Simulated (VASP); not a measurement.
All values below come from vdW-DF2, VASP's PBE PAW potentials (set 64) (plane waves; VASP).

A VASP calculation is set up with these files.

### POSCAR
```
TiB2
1.0
  1.5205148298  -2.6336089656   0.0000000000
  1.5205148298   2.6336089656   0.0000000000
  0.0000000000   0.0000000000   3.3088730224
Ti B
1 2
Cartesian
  3.0410296596   0.0000000000   0.0000000000
  1.5205148298   0.8778714109   1.6544365112
  1.5205148298  -0.8778714109   1.6544365112
```

INCAR:
```
# general
SYSTEM    =  TiB2
PREC      =  Accurate
ENCUT     =  520
LREAL     =  .FALSE.
LASPH     =  .TRUE.

# electronic loop
EDIFF     =  1E-7
NELM      =  100
ALGO      =  Normal
LMAXMIX   =  4

# smearing
ISMEAR    =  1
SIGMA     =  0.1

# functional
GGA       =  ML
LUSE_VDW  =  .TRUE.
AGGAC     =  0.0
ZAB_VDW   =  -1.8867

# ions
IBRION    =  2
NSW       =  30
ISIF      =  4
EDIFFG    =  -0.01

# output
LWAVE     =  .FALSE.
LCHARG    =  .FALSE.
```

KPOINTS:
```
K-points
0
Gamma
  12 12 9
0 0 0
```

POTCAR, in this order: Ti_sv B (PBE.64 set). Program: vasp_std.

Q: Estimate the energy per atom (σ→0), band gap (on the k-mesh).

A: 
```
Quantity                                                     Value
------------------------  ----------------------------------------
energy per atom (σ→0)                               -6.032 eV/atom
band gap (on the k-mesh)  none (metal, semimetal or under 0.01 eV)
```

File OSZICAR:
```
...
   1 F= -.18096970E+02 E0= -.18096977E+02  d E =-.180970E+02
       N       E                     dE             d eps       ncg     rms          rms(c)
DAV:   1    -0.180970318889E+02   -0.61629E-04   -0.25530E-03  2645   0.818E-01    0.517E-02
DAV:   2    -0.180970048093E+02    0.27080E-04   -0.14254E-04  2496   0.121E-01    0.294E-02
DAV:   3    -0.180969919271E+02    0.12882E-04   -0.17401E-05  2861   0.552E-02    0.886E-03
DAV:   4    -0.180969907935E+02    0.11337E-05   -0.33182E-06  3159   0.229E-02    0.140E-03
DAV:   5    -0.180969908611E+02   -0.67617E-07   -0.27407E-07  2134   0.629E-03
   2 F= -.18096991E+02 E0= -.18097001E+02  d E =-.206817E-04
```

The compound is TiB2 in the AlB2 type structure. This run relaxes it. Symmetry was kept, so distortions that lower it aren't found.
